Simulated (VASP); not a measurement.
# In2Ni3S2 with r2SCAN: from relaxation to properties, part 6 of 8

What structure and properties does r2SCAN give In2Ni3S2, and how near are they to the measured ones? The start is a computed cell from the Materials Project.

VASP 6.6.1; r2SCAN, spin-polarised from a ferromagnetic start; plane waves and PAW (In_d, Ni, S).

So far. Step 5 (Total and projected DOS (r2SCAN)): The finer mesh and the other smearing move the Fermi level by -0.08 eV from the 5×5×5 run, one measure of the sampling error in the zero of the bands above. Of the states within 0.3 eV of the Fermi level, the largest shares in the PAW spheres are Ni d 60 %, S p 9 % and In s 6 %. The rest lies in smaller channels or between the spheres. Step 6 (Zone-centre phonons (r2SCAN)): The three acoustic modes lie within 2.5 cm⁻¹ of zero, and all others are real.

## (7) Optical spectrum (r2SCAN)

LOPTICS sums transitions from filled to empty bands. The mesh is finer than in the run before. NBANDS is raised for it.

The input, INCAR:

```
SYSTEM = In2Ni3S2
PREC = Accurate
ENCUT = 400
EDIFF = 1E-06
NELM = 100
ISMEAR = 0
SIGMA = 0.05
LREAL = .FALSE.
ALGO = Normal
METAGGA = R2SCAN
LASPH = .TRUE.
NBANDS = 90
ISPIN = 2
MAGMOM = 0 0 1 1 1 0 0
LMAXMIX = 4
LORBIT = 11
LWAVE = .FALSE.
LCHARG = .FALSE.
KPAR = 4
LOPTICS = .TRUE.
NEDOS = 1500
CSHIFT = 0.1
```

The input, POSCAR:

```
In2Ni3S2
1.0
    2.6834503590      1.5492907871      4.5078474732
   -2.6834503590      1.5492907871      4.5078474732
    0.0000000000     -3.0985815743      4.5078474732
In Ni S
2 3 2
Direct
    0.5000000000      0.5000000000      0.5000000000
    0.0000000000      0.0000000000      0.0000000000
    0.5000000000      0.0000000000      0.0000000000
    0.0000000000      0.5000000000      0.0000000000
    0.0000000000      0.0000000000      0.5000000000
    0.7232349648      0.7232349648      0.7232349648
    0.2767650352      0.2767650352      0.2767650352
```

The input, KPOINTS:

```
Automatic mesh
0
Gamma
8 8 8
0 0 0
```

The projector-augmented-wave data sets are In_d, Ni and S (PBE family, release 64).

Launch:

```sh
$ mpirun -np 4 vasp_std
```

Output:

```text
[... set-up lines as in an earlier step ...]
 entering main loop
       N       E                     dE             d eps       ncg     rms          rms(c)
DAV:   1     0.542772581766E+03    0.54277E+03   -0.19204E+04 25196   0.860E+02
DAV:   2    -0.177570188243E+01   -0.54455E+03   -0.47968E+03 23400   0.253E+02
DAV:   3    -0.108966292206E+03   -0.10719E+03   -0.99869E+02 25800   0.106E+02
DAV:   4    -0.114638877475E+03   -0.56726E+01   -0.56306E+01 27352   0.267E+01
DAV:   5    -0.114790106739E+03   -0.15123E+00   -0.15108E+00 36464   0.397E+00    0.244E+01
DAV:   6    -0.109943376388E+03    0.48467E+01   -0.22208E+01 31756   0.555E+01    0.313E+01
DAV:   7    -0.100377750237E+03    0.95656E+01   -0.77614E+00 30950   0.356E+01    0.899E+00
DAV:   8    -0.100539877451E+03   -0.16213E+00   -0.14277E+00 32992   0.103E+01    0.488E+00
DAV:   9    -0.100446255146E+03    0.93622E-01   -0.41070E-01 31202   0.434E+00    0.143E+00
DAV:  10    -0.100458887889E+03   -0.12633E-01   -0.60319E-02 32512   0.123E+00    0.776E-01
DAV:  11    -0.100461538765E+03   -0.26509E-02   -0.10562E-02 27660   0.403E-01    0.445E-01
DAV:  12    -0.100462045925E+03   -0.50716E-03   -0.14453E-03 31680   0.192E-01    0.185E-01
DAV:  13    -0.100462029488E+03    0.16438E-04   -0.37933E-04 33804   0.101E-01    0.884E-02
DAV:  14    -0.100462039954E+03   -0.10467E-04   -0.57034E-05 32864   0.326E-02    0.471E-02
DAV:  15    -0.100462068600E+03   -0.28646E-04   -0.27350E-05 30844   0.331E-02    0.180E-02
DAV:  16    -0.100462076119E+03   -0.75184E-05   -0.14405E-05 29056   0.182E-02    0.136E-02
DAV:  17    -0.100462080744E+03   -0.46260E-05   -0.73241E-06 25150   0.141E-02    0.104E-02
DAV:  18    -0.100462085373E+03   -0.46286E-05   -0.12943E-05 27408   0.198E-02    0.820E-03
DAV:  19    -0.100462088968E+03   -0.35947E-05   -0.10535E-05 30388   0.157E-02    0.771E-03
DAV:  20    -0.100462090741E+03   -0.17732E-05   -0.55326E-05 34560   0.432E-02    0.629E-03
DAV:  21    -0.100462095663E+03   -0.49224E-05   -0.12727E-05 34044   0.144E-02    0.432E-03
DAV:  22    -0.100462096468E+03   -0.80446E-06   -0.10805E-05 23750   0.188E-02    0.298E-03
DAV:  23    -0.100462097827E+03   -0.13593E-05   -0.43818E-06 25732   0.942E-03    0.206E-03
DAV:  24    -0.100462098305E+03   -0.47762E-06   -0.98713E-07 16478   0.430E-03
   1 F= -.10046210E+03 E0= -.10046015E+03  d E =-.389578E-02  mag=    -0.0001
 optical routines
 imaginary and real dielectric function
 direction            1
 direction            2
 direction            3
```

Elapsed: 9.5 min, on 4 MPI ranks of Intel Xeon 6975P-C (Granite Rapids), shared host; peak memory 5.3 GiB; 36 min of CPU time.

From OUTCAR (step 7):

```text
   k-points           NKPTS =     65   k-points in BZ     NKDIM =     65   number of bands    NBANDS=     90

   NELECT =      68.0000    total number of electrons

 E-fermi :   8.5135

 spin component 1
 k-point     1 :       0.0000    0.0000    0.0000
  band No.  band energies     occupation
    ...
     32       7.1299      1.00000
     33       7.1299      1.00000
     34       7.7373      1.00000
     35       8.1704      1.00000
     36       8.1704      1.00000
     37       9.1442      0.00000
     38       9.1699      0.00000
     39      12.6079      0.00000
     40      12.6079      0.00000
     41      13.7250      0.00000
    ...

 k-point     2 :       0.1250    0.0000    0.0000
  band No.  band energies     occupation
    ...
     32       7.2210      1.00000
     33       7.3352      1.00000
     34       7.8857      1.00000
     35       8.3528      1.00000
     36       8.4014      0.99924
     37       9.3057      0.00000
     38       9.7044      0.00000
     39      12.5743      0.00000
     40      12.7219      0.00000
     41      13.2926      0.00000
    ...

  Total        0.0558619      0.0558619     -0.1986138      0.0000000      0.0000000      0.0000000
  in kB        0.7959378      0.7959378     -2.8299133      0.0000000      0.0000000      0.0000000
  external PRESSURE =      -0.4126792 kB  Pullay stress =       0.0000000 kB

 POSITION                                       TOTAL-FORCE (eV/Angst)
 -----------------------------------------------------------------------------------
      0.00000     -0.00000      6.76177         0.000000      0.000000      0.000000
      0.00000      0.00000      0.00000         0.000000      0.000000     -0.000000
      1.34173      0.77465      2.25392         0.000000     -0.000000     -0.000000
     -1.34173      0.77465      2.25392         0.000000      0.000000     -0.000000
      0.00000     -1.54929      2.25392        -0.000000     -0.000000      0.000000
      0.00000     -0.00000      9.78070         0.000000      0.000000     -0.007130
      0.00000     -0.00000      3.74284         0.000000     -0.000000      0.007130
 -----------------------------------------------------------------------------------
    total drift:                                0.000000      0.000000     -0.000000

  FREE ENERGIE OF THE ION-ELECTRON SYSTEM (eV)
  ---------------------------------------------------
  free  energy   TOTEN  =      -100.4620983047 eV

  energy  without entropy=     -100.4582025271  energy(sigma->0) =     -100.46015042

 plasma frequency squared (from intraband transitions) (eV^2)
  --------------------------------------------------------------------------------------
      10.199       0.000       0.000
       0.000      10.199      -0.000
       0.000      -0.000       4.377

 magnetization (x)
# of ion       s       p       d       tot
------------------------------------------
    1        0.000  -0.000  -0.000   0.000
    2        0.000  -0.000  -0.000  -0.000
    3        0.000  -0.000   0.001   0.001
    4        0.000  -0.000   0.001   0.001
    5        0.000  -0.000   0.001   0.001
    6        0.000   0.000   0.000   0.000
    7        0.000   0.000   0.000   0.000
--------------------------------------------------
tot          0.000  -0.000   0.002   0.002

[... 7 parts as in an earlier step ...]

[... 14 further parts left out ...]
```

These are independent-particle spectra without excitons or local fields. Fine structure and low peaks depend on the mesh and on CSHIFT. The intraband (Drude) part is not in this spectrum.

This step gave:

```yaml
scf_cycles: 24
bands: 90
irreducible_k_points: 65
free_energy_toten: -100.4621 eV
energy_at_zero_smearing: -100.4602 eV
fermi_energy: 8.514 eV
pressure: -0.04127 GPa
```

The imaginary dielectric function has structure finer than the step of the table below, so its rows give means over 0.5 eV, whole bins alone (the curve runs from 0 to 25.0 eV). Peaks (eV: height): xx 0.11: 162; zz 0.11: 145.

The imaginary dielectric function by photon energy; means over each step:

| photon energy (eV) | xx | zz |
| --- | --- | --- |
| 0.5 | 84.8 | 31.6 |
| 1.0 | 18.6 | 9.32 |
| 1.5 | 12.4 | 7.25 |
| 2.0 | 13.3 | 7.40 |
| 2.5 | 11.4 | 7.00 |
| 3.0 | 10.1 | 8.99 |
| 3.5 | 10.3 | 12.4 |
| 4.0 | 7.36 | 10.0 |
| 4.5 | 5.70 | 8.14 |
| 5.0 | 4.99 | 7.94 |
| 5.5 | 5.48 | 9.06 |
| 6.0 | 6.49 | 10.7 |
| 6.5 | 6.81 | 11.3 |
| 7.0 | 5.62 | 7.86 |
| 7.5 | 4.05 | 5.63 |
| 8.0 | 3.67 | 4.40 |
| 8.5 | 3.88 | 3.62 |
| 9.0 | 3.64 | 3.32 |
| 9.5 | 3.41 | 3.43 |
| 10.0 | 2.80 | 2.76 |
| 10.5 | 2.78 | 2.53 |
| 11.0 | 2.26 | 2.27 |
| 11.5 | 2.00 | 2.00 |
| 12.0 | 1.89 | 1.66 |
| 12.5 | 1.70 | 1.46 |
| 13.0 | 1.58 | 1.31 |
| 13.5 | 1.52 | 1.30 |
| 14.0 | 1.56 | 1.23 |
| 14.5 | 1.35 | 1.22 |
| 15.0 | 1.15 | 1.15 |
| 15.5 | 1.06 | 1.06 |
| 16.0 | 0.980 | 0.975 |
| 16.5 | 1.02 | 0.866 |
| 17.0 | 0.989 | 0.940 |
| 17.5 | 0.970 | 0.897 |
| 18.0 | 0.908 | 0.806 |
| 18.5 | 0.797 | 0.749 |
| 19.0 | 0.721 | 0.711 |
| 19.5 | 0.806 | 0.725 |
| 20.0 | 0.833 | 0.724 |
| 20.5 | 0.751 | 0.674 |
| 21.0 | 0.615 | 0.522 |
| 21.5 | 0.558 | 0.479 |
| 22.0 | 0.481 | 0.398 |
| 22.5 | 0.391 | 0.363 |
| 23.0 | 0.364 | 0.341 |
| 23.5 | 0.342 | 0.323 |
| 24.0 | 0.318 | 0.314 |
| 24.5 | 0.306 | 0.279 |

Table of real dielectric function by photon energy:

| photon energy (eV) | xx | zz |
| --- | --- | --- |
| 0 | 322 | 253 |
| 1 | -5.19 | 6.82 |
| 2 | 4.55 | 8.22 |
| 3 | 3.21 | 9.82 |
| 4 | -0.581 | 3.08 |
| 5 | 1.00 | 3.02 |
| 6 | 1.17 | 1.75 |
| 7 | -1.28 | -3.78 |
| 8 | -0.287 | -2.34 |
| 9 | -0.335 | -1.05 |
| 10 | -0.699 | -1.49 |
| 11 | -0.745 | -1.14 |
| 12 | -0.544 | -1.04 |
| 13 | -0.362 | -0.566 |
| 14 | -0.362 | -0.480 |
| 15 | -0.273 | -0.286 |
| 16 | -0.0619 | -0.242 |
| 17 | 0.0119 | -0.0356 |
| 18 | 0.00826 | -0.0841 |
| 19 | 0.124 | 0.0661 |
| 20 | 0.119 | 0.0992 |
| 21 | 0.0614 | 0.0246 |
| 22 | 0.0891 | 0.124 |
| 23 | 0.217 | 0.230 |
| 24 | 0.311 | 0.304 |

## (8) Volume scan with r2SCAN

An equation of state needs energies on both sides of the minimum, all on one mesh and cutoff.

Changes to INCAR since step 7:

```diff
@@ -11,3 +11,3 @@
 LASPH = .TRUE.
-NBANDS = 90
+NBANDS = 47
 ISPIN = 2
@@ -19,4 +19,2 @@
 KPAR = 4
-LOPTICS = .TRUE.
-NEDOS = 1500
-CSHIFT = 0.1
+ISIF = 2
```

Changes to POSCAR since step 7:

```diff
@@ -2,5 +2,5 @@
 1.0
-    2.6834503590      1.5492907871      4.5078474732
-   -2.6834503590      1.5492907871      4.5078474732
-    0.0000000000     -3.0985815743      4.5078474732
+    2.6286706951      1.5176637334      4.4158247650
+   -2.6286706951      1.5176637334      4.4158247650
+    0.0000000000     -3.0353274669      4.4158247650
 In Ni S
```

The input, KPOINTS:

```
Automatic mesh
0
Gamma
5 5 5
0 0 0
```

Launch:

```sh
$ mpirun -np 4 vasp_std
```

Output:

```text
[... set-up lines as in an earlier step ...]
 entering main loop
       N       E                     dE             d eps       ncg     rms          rms(c)
DAV:   1     0.539725600244E+03    0.53973E+03   -0.25752E+04  3587   0.168E+03
DAV:   2    -0.294169260286E+02   -0.56914E+03   -0.54089E+03  3572   0.429E+02
DAV:   3    -0.109720678860E+03   -0.80304E+02   -0.77570E+02  3930   0.178E+02
DAV:   4    -0.114129006623E+03   -0.44083E+01   -0.43695E+01  4270   0.419E+01
DAV:   5    -0.114342035196E+03   -0.21303E+00   -0.21295E+00  5454   0.862E+00    0.259E+01
DAV:   6    -0.108127368106E+03    0.62147E+01   -0.52422E+01  4328   0.103E+02    0.297E+01
DAV:   7    -0.100092499625E+03    0.80349E+01   -0.16903E+01  4457   0.695E+01    0.994E+00
DAV:   8    -0.100377522198E+03   -0.28502E+00   -0.34693E+00  5129   0.191E+01    0.538E+00
DAV:   9    -0.100279685362E+03    0.97837E-01   -0.80558E-01  4506   0.932E+00    0.181E+00
DAV:  10    -0.100285123097E+03   -0.54377E-02   -0.67971E-02  5050   0.226E+00    0.123E+00
DAV:  11    -0.100286748462E+03   -0.16254E-02   -0.13751E-02  4486   0.658E-01    0.855E-01
DAV:  12    -0.100287476550E+03   -0.72809E-03   -0.44891E-03  5553   0.710E-01    0.277E-01
DAV:  13    -0.100287652059E+03   -0.17551E-03   -0.13551E-03  4433   0.301E-01    0.113E-01
DAV:  14    -0.100287688578E+03   -0.36519E-04   -0.13389E-04  5097   0.856E-02    0.741E-02
DAV:  15    -0.100287715475E+03   -0.26897E-04   -0.10922E-04  5340   0.828E-02    0.336E-02
DAV:  16    -0.100287722237E+03   -0.67621E-05   -0.25249E-05  4596   0.336E-02    0.225E-02
DAV:  17    -0.100287721939E+03    0.29833E-06   -0.30708E-06  3694   0.135E-02
   1 F= -.10028772E+03 E0= -.10028618E+03  d E =-.308362E-02  mag=    -0.0019
```

Wall time 93 s (4 MPI ranks); peak memory 1.2 GiB; 5 min of CPU time.

Parts of OUTCAR (step 8):

```text
   ENCUT  =  400.0 eV  29.40 Ry    5.42 a.u.   8.74  8.74  8.74*2*pi/ulx,y,z

   NELECT =      68.0000    total number of electrons

 E-fermi :   9.4524

 spin component 1
 k-point     1 :       0.0000    0.0000    0.0000
  band No.  band energies     occupation
    ...
     32       7.8685      1.00000
     33       7.8685      1.00000
     34       8.5360      1.00000
     35       9.0007      1.00000
     36       9.0007      1.00000
     37      10.1830      0.00000
     38      10.2068      0.00000
     39      13.5927      0.00000
     40      13.5927      0.00000
     41      14.8623      0.00000
    ...

 k-point     2 :       0.2000   -0.0000   -0.0000
  band No.  band energies     occupation
    ...
     31       7.6766      1.00000
     32       7.9517      1.00000
     33       8.3005      1.00000
     34       8.8265      1.00000
     35       9.4012      0.92614
     36       9.5103      0.05049
     37      10.5654      0.00000
     38      11.4915      0.00000
     39      13.5447      0.00000
     40      13.7974      0.00000
    ...

  Total        5.2910244      5.2910244      6.0070510      0.0000000     -0.0000000      0.0000000
  in kB       80.2002134     80.2002134     91.0535908      0.0000000     -0.0000000      0.0000000
  external PRESSURE =      83.8180059 kB  Pullay stress =       0.0000000 kB

 POSITION                                       TOTAL-FORCE (eV/Angst)
 -----------------------------------------------------------------------------------
      0.00000     -0.00000      6.62374         0.000000      0.000000     -0.000000
      0.00000      0.00000      0.00000         0.000000      0.000000     -0.000000
      1.31434      0.75883      2.20791        -0.000000      0.000000     -0.000000
     -1.31434      0.75883      2.20791         0.000000      0.000000     -0.000000
      0.00000     -1.51766      2.20791        -0.000000      0.000000     -0.000000
      0.00000     -0.00000      9.58104         0.000000      0.000000     -0.914680
      0.00000     -0.00000      3.66644         0.000000     -0.000000      0.914680
 -----------------------------------------------------------------------------------
    total drift:                                0.000000      0.000000     -0.000000

  FREE ENERGIE OF THE ION-ELECTRON SYSTEM (eV)
  ---------------------------------------------------
  free  energy   TOTEN  =      -100.2877219389 eV

  energy  without entropy=     -100.2846383214  energy(sigma->0) =     -100.28618013

 magnetization (x)
# of ion       s       p       d       tot
------------------------------------------
    1       -0.000   0.000   0.000  -0.000
    2        0.000   0.000   0.000   0.000
    3       -0.000   0.000  -0.001  -0.001
    4       -0.000   0.000  -0.001  -0.001
    5       -0.000   0.000  -0.001  -0.001
    6        0.000  -0.000   0.000  -0.000
    7        0.000  -0.000   0.000  -0.000
--------------------------------------------------
tot         -0.000   0.000  -0.003  -0.003

[... 3 parts as in an earlier step ...]

[... 18 further parts left out ...]
```

The scan keeps the cell's shape and the fractional positions fixed.

This step gave:

| Quantity | Value |
| --- | --- |
| SCF cycles | 17 |
| bands | 47 |
| irreducible k-points | 19 |
| free energy (TOTEN) | -100.2877 eV |
| energy at zero smearing | -100.2862 eV |
| Fermi energy | 9.452 eV |
| pressure | 8.382 GPa |

Force by atom:

| atom | x (eV/Å) | y (eV/Å) | z (eV/Å) | size |
| --- | --- | --- | --- | --- |
| In1 | 0.000 | 0.000 | 0.000 | 0.000 |
| In2 | 0.000 | 0.000 | 0.000 | 0.000 |
| Ni3 | 0.000 | 0.000 | 0.000 | 0.000 |
| Ni4 | 0.000 | 0.000 | 0.000 | 0.000 |
| Ni5 | 0.000 | 0.000 | 0.000 | 0.000 |
| S6 | 0.000 | 0.000 | -0.915 | 0.915 |
| S7 | 0.000 | 0.000 | 0.915 | 0.915 |

The pressure here is 8.38 GPa.

(Continued in part 7 of 8.)

[Lines on the potential files, build, host, timing and source positions are cut from VASP's logs without a mark.]

[Logs are printed without paths, hosts, clocks, repeated set-up lines and the standing remarks that a program may print on its own settings, such as how far it seeks lower states.]

[Hosts, paths, dates, database ids (printed as entryN), source tags and the programs' standing remarks are cut or masked in the printed files.]

[A measured line is paired with the nearest computed mode of its activity, which favours agreement.]

[In band tables of VASP the shares of atoms and orbitals are scaled to a sum of 1 inside the atoms' spheres.]
